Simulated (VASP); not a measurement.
Computed with r2SCAN meta-GGA, VASP's PBE PAW potentials (set 64) (plane waves; VASP).

Input for VASP

### KPOINTS
```
Automatic mesh
0
Gamma
6 6 5
0 0 0
```

**KPOINTS_OPT**
```
k-points along high-symmetry lines
6
Line-mode
Reciprocal
  0.000000   0.000000   0.000000 ! GAMMA
  0.500000   0.000000   0.000000 ! M

  0.500000   0.000000   0.000000 ! M
  0.333333   0.333333   0.000000 ! K

  0.333333   0.333333   0.000000 ! K
  0.000000   0.000000   0.000000 ! GAMMA

  0.000000   0.000000   0.000000 ! GAMMA
  0.000000   0.000000   0.500000 ! A

  0.000000   0.000000   0.500000 ! A
  0.500000   0.000000   0.500000 ! L

  0.500000   0.000000   0.500000 ! L
  0.333333   0.333333   0.500000 ! H

  0.333333   0.333333   0.500000 ! H
  0.000000   0.000000   0.500000 ! A

  0.500000   0.000000   0.500000 ! L
  0.500000   0.000000   0.000000 ! M

  0.333333   0.333333   0.500000 ! H
  0.333333   0.333333   0.000000 ! K
```

**POSCAR**
```
Se
1
    2.2506733677    -3.8982806088     0.0000000000
    2.2506733677     3.8982806088     0.0000000000
    0.0000000000     0.0000000000     4.9858397680
Se
3
Direct
  0.0000000000   0.2175462923   0.6666670000
  0.7824537077   0.7824537077   0.0000000000
  0.2175462923   0.0000000000   0.3333330000
```

INCAR:
```
SYSTEM = Se
PREC = Accurate
ENCUT = 400
EDIFF = 1E-7
NELM = 100
ALGO = Normal
LREAL = .FALSE.
LASPH = .TRUE.
ISMEAR = -5
METAGGA = R2SCAN
LMIXTAU = .TRUE.
LMAXMIX = 4
LWAVE = .FALSE.
LCHARG = .FALSE.
LORBIT = 11
NEDOS = 601
ISIF = 2
LEFG = .TRUE.
```

POTCAR, in this order: Se (PBE.64 set). Program: vasp_std.

Output of the run:

File OUTCAR:
```
 ion  position               nearest neighbor table
   1  0.000  0.218  0.667-   2 2.37   3 2.37
   2  0.782  0.782  0.000-   1 2.37   3 2.37
   3  0.218  0.000  0.333-   2 2.37   1 2.37
  LATTYP: Found a hexagonal cell.
 ALAT       =     4.5013467222
 C/A-ratio  =     1.1076329098
 Subroutine PRICEL returns:
 Original cell was already a primitive cell.
 Subroutine GETGRP returns: Found  6 space group operations
The static configuration has the point symmetry C_2 .
 The point group associated with its full space group is D_3 .
The dynamic configuration has the point symmetry C_2 .
 Subroutine INISYM returns: Found  6 space group operations
 Subroutine IBZKPT returns following result:
 Found     27 irreducible k-points:

 Following reciprocal coordinates:
            Coordinates               Weight
  0.000000  0.000000  0.000000      1.000000
  0.166667  0.000000  0.000000      6.000000
  0.333333  0.000000  0.000000      6.000000
  0.500000  0.000000  0.000000      3.000000
  0.166667  0.166667  0.000000      6.000000
  0.333333  0.166667  0.000000     12.000000
...
```

OSZICAR:
```
       N       E                     dE             d eps       ncg     rms          rms(c)
DAV:   1     0.423134749645E+02    0.42313E+02   -0.64068E+03   702   0.945E+02
DAV:   2    -0.411018359325E+02   -0.83415E+02   -0.80734E+02   952   0.167E+02
DAV:   3    -0.464367317550E+02   -0.53349E+01   -0.52988E+01   802   0.490E+01
DAV:   4    -0.464872716268E+02   -0.50540E-01   -0.50408E-01   847   0.542E+00
DAV:   5    -0.464877458141E+02   -0.47419E-03   -0.47415E-03   862   0.509E-01    0.696E+00
DAV:   6    -0.438147768514E+02    0.26730E+01   -0.34845E-01   702   0.566E+00    0.489E+00
DAV:   7    -0.413290149887E+02    0.24858E+01   -0.14077E+00   747   0.786E+00    0.182E+00
DAV:   8    -0.425770882214E+02   -0.12481E+01   -0.35586E-01   707   0.489E+00    0.591E-01
DAV:   9    -0.427981939918E+02   -0.22111E+00   -0.19829E-01   702   0.352E+00    0.314E-01
DAV:  10    -0.429193426442E+02   -0.12115E+00   -0.94886E-02   717   0.302E+00    0.118E-01
DAV:  11    -0.429222350647E+02   -0.28924E-02   -0.12941E-03   897   0.350E-01    0.710E-02
DAV:  12    -0.429236235183E+02   -0.13885E-02   -0.91340E-04   732   0.305E-01    0.216E-02
DAV:  13    -0.429237197065E+02   -0.96188E-04   -0.36463E-04   717   0.222E-01    0.150E-02
DAV:  14    -0.429239202412E+02   -0.20053E-03   -0.27121E-05   812   0.582E-02    0.113E-02
DAV:  15    -0.429240841345E+02   -0.16389E-03   -0.43916E-05   712   0.672E-02    0.615E-03
DAV:  16    -0.429241046923E+02   -0.20558E-04   -0.30035E-05   712   0.646E-02    0.221E-03
DAV:  17    -0.429241143710E+02   -0.96787E-05   -0.30475E-06   762   0.178E-02    0.101E-03
DAV:  18    -0.429241083213E+02    0.60497E-05   -0.10508E-06   747   0.117E-02    0.892E-04
DAV:  19    -0.429241098916E+02   -0.15702E-05   -0.35826E-07   777   0.634E-03    0.101E-04
DAV:  20    -0.429241093761E+02    0.51549E-06   -0.22278E-08   491   0.157E-03    0.944E-05
DAV:  21    -0.429241096422E+02   -0.26610E-06   -0.23047E-09   371   0.546E-04    0.397E-05
DAV:  22    -0.429241095950E+02    0.47123E-07   -0.14453E-09   366   0.441E-04
   1 F= -.42924110E+02 E0= -.42924110E+02  d E =0.000000E+00
       N       E                     dE             ncg
       N       E                     dE             ncg
```

File OUTCAR:
```
------------------------ aborting loop because EDIFF is reached ----------------------------------------
  FORCE on cell =-STRESS in cart. coord.  units (eV):
  Direction    XX          YY          ZZ          XY          YZ          ZX
  --------------------------------------------------------------------------------------
  Total       -0.0221506     -0.0221506      0.0033071      0.0000000     -0.0000000      0.0000000
  in kB       -0.4056405     -0.4056405      0.0605619      0.0000000     -0.0000000      0.0000000
  external PRESSURE =      -0.2502397 kB  Pullay stress =       0.0000000 kB
  volume of cell :       87.49
      direct lattice vectors                 reciprocal lattice vectors
     2.250673368 -3.898280609  0.000000000     0.222155737 -0.128261675  0.000000000
     2.250673368  3.898280609  0.000000000     0.222155737  0.128261675  0.000000000
     0.000000000  0.000000000  4.985839768     0.000000000  0.000000000  0.200568018
 POSITION                                       TOTAL-FORCE (eV/Angst)
 -----------------------------------------------------------------------------------
      0.48963      0.84806      3.32389        -0.002042     -0.003537      0.000000
      3.52210      0.00000      0.00000         0.004084     -0.000000     -0.000000
      0.48963     -0.84806      1.66194        -0.002042      0.003537     -0.000000
 -----------------------------------------------------------------------------------
    total drift:                               -0.000200     -0.000447      0.000006
  FREE ENERGIE OF THE ION-ELECTRON SYSTEM (eV)
  ---------------------------------------------------
  free  energy   TOTEN  =       -42.9241095950 eV

  energy  without entropy=      -42.9241095950  energy(sigma->0) =      -42.92410960

 total charge

# of ion       s       p       d       tot
------------------------------------------
    1        1.509   2.213   0.056   3.778
    2        1.509   2.213   0.056   3.778
    3        1.509   2.213   0.056   3.778
--------------------------------------------------
tot          4.526   6.639   0.169  11.335
```
(Selected blocks of OUTCAR.)

The compound is Se in the trig structure. It was relaxed first, which changed the volume by +7 %.
